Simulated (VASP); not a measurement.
Calculation: r2SCAN meta-GGA, VASP's PBE PAW potentials (set 64) (plane waves; VASP).

A VASP calculation is set up with these files.

File KPOINTS:
```
Automatic mesh
0
gamma
10 6 1
```

### POSCAR
```
W(211) slab
1.0
  2.7476926401   0.0000000000   0.0000000000
  0.0000000000   4.4869638880   0.0000000000
  0.0000000000   0.0000000000  24.1275052976
W
7
Direct
  0.4759114792   0.5000000000   0.3458392629
  0.8418314158   1.0000000000   0.3908988084
  0.1821449978   0.5000000000   0.4452996269
  0.5000000000   1.0000000000   0.5000000000
  0.8178550022   0.5000000000   0.5547003731
  0.1581685842   1.0000000000   0.6091011916
  0.5240885208   0.5000000000   0.6541607371
```

INCAR:
```
SYSTEM = W(211) slab
PREC = Normal
ENCUT = 400
EDIFF = 1E-5
NELM = 100
ALGO = Normal
LREAL = .FALSE.
LASPH = .TRUE.
ISMEAR = 1
SIGMA = 0.1
METAGGA = R2SCAN
LMIXTAU = .TRUE.
LMAXMIX = 6
LWAVE = .TRUE.
LCHARG = .FALSE.
NELMIN = 4
LDIPOL = .TRUE.
IDIPOL = 3
DIPOL = 0.5 0.5 0.5
IBRION = 2
ISIF = 2
NSW = 120
EDIFFG = -0.03
```

POTCAR, in this order: W_sv (PBE.64 set). Program: vasp_std.

The run wrote:

File OSZICAR:
```
...
DAV:  62    -0.353737914609E+03   -0.15552E-03   -0.21585E-06  1494   0.529E-03    0.109E-01
DAV:  63    -0.353737712217E+03    0.20239E-03   -0.22453E-06  1494   0.439E-03    0.109E-01
DAV:  64    -0.353737661036E+03    0.51180E-04   -0.58741E-07  1428   0.259E-03    0.111E-01
DAV:  65    -0.353737590924E+03    0.70112E-04   -0.11898E-06  1476   0.420E-03    0.109E-01
DAV:  66    -0.353735079786E+03    0.25111E-02   -0.25302E-04  2294   0.421E-02    0.111E-01
DAV:  67    -0.353735072794E+03    0.69915E-05   -0.80330E-06  2172   0.927E-03
   1 F= -.35373507E+03 E0= -.35373531E+03  d E =-.353735E+03
       N       E                     dE             d eps       ncg     rms          rms(c)
DAV:   1    -0.353727155267E+03    0.79245E-02   -0.46014E-01  2886   0.743E+00    0.241E-01
DAV:   2    -0.353729668207E+03   -0.25129E-02   -0.80701E-02  2802   0.170E+00    0.172E-01
DAV:   3    -0.353734194429E+03   -0.45262E-02   -0.48877E-03  3562   0.658E-01    0.110E-01
DAV:   4    -0.353735451192E+03   -0.12568E-02   -0.14552E-03  3624   0.294E-01    0.683E-02
DAV:   5    -0.353738180179E+03   -0.27290E-02   -0.61752E-04  3374   0.188E-01    0.168E-02
DAV:   6    -0.353739161599E+03   -0.98142E-03   -0.13891E-04  3032   0.811E-02    0.132E-02
DAV:   7    -0.353739856580E+03   -0.69498E-03   -0.45192E-05  2544   0.399E-02    0.858E-03
DAV:   8    -0.353740476352E+03   -0.61977E-03   -0.27630E-05  2404   0.189E-02    0.751E-03
DAV:   9    -0.353741331004E+03   -0.85465E-03   -0.60967E-05  2416   0.223E-02    0.512E-03
DAV:  10    -0.353742147378E+03   -0.81637E-03   -0.84217E-05  2484   0.264E-02    0.282E-03
DAV:  11    -0.353742423859E+03   -0.27648E-03   -0.17126E-05  2392   0.143E-02    0.210E-03
DAV:  12    -0.353742776145E+03   -0.35229E-03   -0.27974E-05  2316   0.182E-02    0.195E-03
DAV:  13    -0.353743098059E+03   -0.32191E-03   -0.41028E-05  2352   0.214E-02    0.100E-03
DAV:  14    -0.353743216873E+03   -0.11881E-03   -0.11650E-05  2050   0.144E-02    0.801E-04
DAV:  15    -0.353743312848E+03   -0.95975E-04   -0.24453E-05  2148   0.213E-02    0.646E-04
DAV:  16    -0.353743328090E+03   -0.15242E-04   -0.64791E-06  1962   0.130E-02    0.465E-04
DAV:  17    -0.353743329432E+03   -0.13422E-05   -0.37196E-06  1732   0.117E-02
   2 F= -.35374333E+03 E0= -.35374351E+03  d E =-.825664E-02
       N       E                     dE             d eps       ncg     rms          rms(c)
DAV:   1    -0.353743375662E+03   -0.47572E-04   -0.64891E-04  2878   0.279E-01    0.736E-03
DAV:   2    -0.353743369142E+03    0.65197E-05   -0.12007E-04  2810   0.636E-02    0.464E-03
DAV:   3    -0.353743360375E+03    0.87678E-05   -0.46948E-06  1682   0.199E-02    0.301E-03
DAV:   4    -0.353743362540E+03   -0.21659E-05   -0.16134E-06  1554   0.106E-02
   3 F= -.35374336E+03 E0= -.35374354E+03  d E =-.828975E-02
       N       E                     dE             d eps       ncg     rms          rms(c)
DAV:   1    -0.353741868686E+03    0.14917E-02   -0.11041E-01  2862   0.370E+00    0.106E-01
DAV:   2    -0.353742518444E+03   -0.64976E-03   -0.19849E-02  2784   0.778E-01    0.659E-02
DAV:   3    -0.353743330631E+03   -0.81219E-03   -0.69016E-04  3434   0.185E-01    0.420E-02
DAV:   4    -0.353743619834E+03   -0.28920E-03   -0.25773E-04  3548   0.125E-01    0.309E-02
DAV:   5    -0.353743962975E+03   -0.34314E-03   -0.21158E-04  2780   0.112E-01    0.766E-03
DAV:   6    -0.353744002426E+03   -0.39450E-04   -0.24492E-05  2222   0.348E-02    0.532E-03
DAV:   7    -0.353744037083E+03   -0.34658E-04   -0.89231E-06  1960   0.170E-02    0.347E-03
DAV:   8    -0.353744064495E+03   -0.27412E-04   -0.12340E-05  1926   0.205E-02    0.160E-03
DAV:   9    -0.353744086386E+03   -0.21891E-04   -0.46405E-06  1988   0.129E-02    0.114E-03
DAV:  10    -0.353744101341E+03   -0.14955E-04   -0.50427E-06  1786   0.144E-02    0.692E-04
DAV:  11    -0.353744117274E+03   -0.15933E-04   -0.20550E-06  1646   0.909E-03    0.276E-04
DAV:  12    -0.353744122793E+03   -0.55192E-05   -0.11939E-06  1580   0.694E-03
   4 F= -.35374412E+03 E0= -.35374436E+03  d E =-.760253E-03
       N       E                     dE             d eps       ncg     rms          rms(c)
DAV:   1    -0.353730584668E+03    0.13533E-01   -0.70974E-01  2862   0.937E+00    0.267E-01
DAV:   2    -0.353739093064E+03   -0.85084E-02   -0.12619E-01  2784   0.197E+00    0.168E-01
DAV:   3    -0.353742605668E+03   -0.35126E-02   -0.42766E-03  3512   0.471E-01    0.108E-01
DAV:   4    -0.353743559521E+03   -0.95385E-03   -0.15698E-03  3636   0.315E-01    0.790E-02
DAV:   5    -0.353744553306E+03   -0.99379E-03   -0.11786E-03  3492   0.277E-01    0.197E-02
DAV:   6    -0.353744568403E+03   -0.15096E-04   -0.14558E-04  3078   0.815E-02    0.143E-02
DAV:   7    -0.353744672995E+03   -0.10459E-03   -0.23307E-05  2312   0.252E-02    0.834E-03
DAV:   8    -0.353744763110E+03   -0.90115E-04   -0.25398E-05  2272   0.254E-02    0.322E-03
DAV:   9    -0.353744815935E+03   -0.52825E-04   -0.17858E-05  2146   0.201E-02    0.209E-03
DAV:  10    -0.353744842694E+03   -0.26759E-04   -0.11292E-05  1886   0.201E-02    0.164E-03
DAV:  11    -0.353744873610E+03   -0.30916E-04   -0.47709E-06  1786   0.139E-02    0.484E-04
DAV:  12    -0.353744878720E+03   -0.51106E-05   -0.29489E-06  1700   0.979E-03
   5 F= -.35374488E+03 E0= -.35374526E+03  d E =-.151618E-02
       N       E                     dE             d eps       ncg     rms          rms(c)
DAV:   1    -0.353742487091E+03    0.23865E-02   -0.14863E-01  2862   0.420E+00    0.115E-01
DAV:   2    -0.353744646589E+03   -0.21595E-02   -0.25842E-02  2784   0.904E-01    0.698E-02
DAV:   3    -0.353744909064E+03   -0.26247E-03   -0.69338E-04  3614   0.196E-01    0.439E-02
DAV:   4    -0.353744937958E+03   -0.28893E-04   -0.32396E-04  3544   0.148E-01    0.361E-02
DAV:   5    -0.353745228395E+03   -0.29044E-03   -0.23134E-04  2866   0.113E-01    0.562E-03
DAV:   6    -0.353745314390E+03   -0.85994E-04   -0.28635E-05  2288   0.301E-02    0.555E-03
DAV:   7    -0.353745325836E+03   -0.11446E-04   -0.48150E-06  1762   0.149E-02    0.301E-03
DAV:   8    -0.353745413905E+03   -0.88069E-04   -0.19494E-05  1968   0.214E-02    0.246E-03
DAV:   9    -0.353745410112E+03    0.37924E-05   -0.40076E-06  1736   0.143E-02
   6 F= -.35374541E+03 E0= -.35374572E+03  d E =-.531392E-03
       N       E                     dE             d eps       ncg     rms          rms(c)
DAV:   1    -0.353743741100E+03    0.16728E-02   -0.92482E-02  2864   0.332E+00    0.908E-02
DAV:   2    -0.353745008108E+03   -0.12670E-02   -0.16075E-02  2784   0.713E-01    0.548E-02
DAV:   3    -0.353745171186E+03   -0.16308E-03   -0.43737E-04  3606   0.156E-01    0.346E-02
DAV:   4    -0.353745175659E+03   -0.44729E-05   -0.20005E-04  3094   0.116E-01    0.284E-02
DAV:   5    -0.353745401638E+03   -0.22598E-03   -0.14960E-04  2696   0.896E-02    0.442E-03
DAV:   6    -0.353745468238E+03   -0.66600E-04   -0.20349E-05  2152   0.260E-02    0.432E-03
DAV:   7    -0.353745487374E+03   -0.19136E-04   -0.44356E-06  1710   0.143E-02    0.237E-03
DAV:   8    -0.353745549045E+03   -0.61671E-04   -0.15563E-05  1944   0.205E-02    0.200E-03
DAV:   9    -0.353745557192E+03   -0.81470E-05   -0.41666E-06  1726   0.135E-02
   7 F= -.35374556E+03 E0= -.35374580E+03  d E =-.678471E-03
       N       E                     dE             d eps       ncg     rms          rms(c)
DAV:   1    -0.353744594536E+03    0.95451E-03   -0.57070E-02  2828   0.263E+00    0.665E-02
DAV:   2    -0.353745588841E+03   -0.99431E-03   -0.99822E-03  2784   0.547E-01    0.328E-02
DAV:   3    -0.353745641832E+03   -0.52992E-04   -0.19184E-04  3494   0.762E-02    0.185E-02
DAV:   4    -0.353745685392E+03   -0.43560E-04   -0.58592E-05  2288   0.411E-02    0.648E-03
DAV:   5    -0.353745732099E+03   -0.46706E-04   -0.12651E-05  2012   0.292E-02    0.324E-03
DAV:   6    -0.353745733520E+03   -0.14210E-05   -0.39854E-06  1746   0.188E-02
   8 F= -.35374573E+03 E0= -.35374597E+03  d E =-.176328E-03
```

OUTCAR:
```
------------------------ aborting loop because EDIFF is reached ----------------------------------------
  FORCE on cell =-STRESS in cart. coord.  units (eV):
  Direction    XX          YY          ZZ          XY          YZ          ZX
  --------------------------------------------------------------------------------------
  Total       -5.7245463     -4.0668935     -0.0083187      0.0000000      0.0000000      0.2338895
  in kB      -30.8331934    -21.9048475     -0.0448055      0.0000000      0.0000000      1.2597611
  external PRESSURE =     -17.5942821 kB  Pullay stress =       0.0000000 kB
  volume of cell :      297.46
      direct lattice vectors                 reciprocal lattice vectors
     2.747692640  0.000000000  0.000000000     0.363941725  0.000000000  0.000000000
     0.000000000  4.486963888  0.000000000     0.000000000  0.222867851  0.000000000
     0.000000000  0.000000000 24.127505298     0.000000000  0.000000000  0.041446473
 POSITION                                       TOTAL-FORCE (eV/Angst)
 -----------------------------------------------------------------------------------
      1.30071      2.24348      8.35810        -0.023283     -0.000000     -0.000381
      2.29874      0.00000      9.44676        -0.012859      0.000000     -0.020033
      0.48843      2.24348     10.75265        -0.002936      0.000000     -0.002501
      1.37385      0.00000     12.06375         0.000000      0.000000      0.000000
      2.25927      2.24348     13.37486         0.002936     -0.000000      0.002501
      0.44895      4.48696     14.68075         0.012859      0.000000      0.020033
      1.44698      2.24348     15.76941         0.023283      0.000000      0.000381
 -----------------------------------------------------------------------------------
    total drift:                                0.000000      0.000000     -0.000000
  FREE ENERGIE OF THE ION-ELECTRON SYSTEM (eV)
  ---------------------------------------------------
  free  energy   TOTEN  =      -353.7457335198 eV

  energy  without entropy=     -353.7464338308  energy(sigma->0) =     -353.74596696

 reached required accuracy - stopping structural energy minimisation
```
(Selected blocks of OUTCAR.)

CONTCAR:
```
W(211) slab
   1.00000000000000
     2.7476926400999999    0.0000000000000000    0.0000000000000000
     0.0000000000000000    4.4869638880000000    0.0000000000000000
     0.0000000000000000    0.0000000000000000   24.1275052975999991
  W
     7
Direct
     0.4733841503519001    0.5000000000000000    0.3464136939398084
     0.8366081241704059    0.0000000000000000    0.3915347052749077
     0.1777588380531136    0.5000000000000000    0.4456592150100309
     0.5000000000000000    0.0000000000000000    0.5000000000000000
     0.8222411619468863    0.5000000000000000    0.5543407849899691
     0.1633918758295942    1.0000000000000000    0.6084652947250923
     0.5266158496480996    0.5000000000000000    0.6535863060601917
```

The cell is a thin slab with vacuum, built from W (bcc): (211) face.
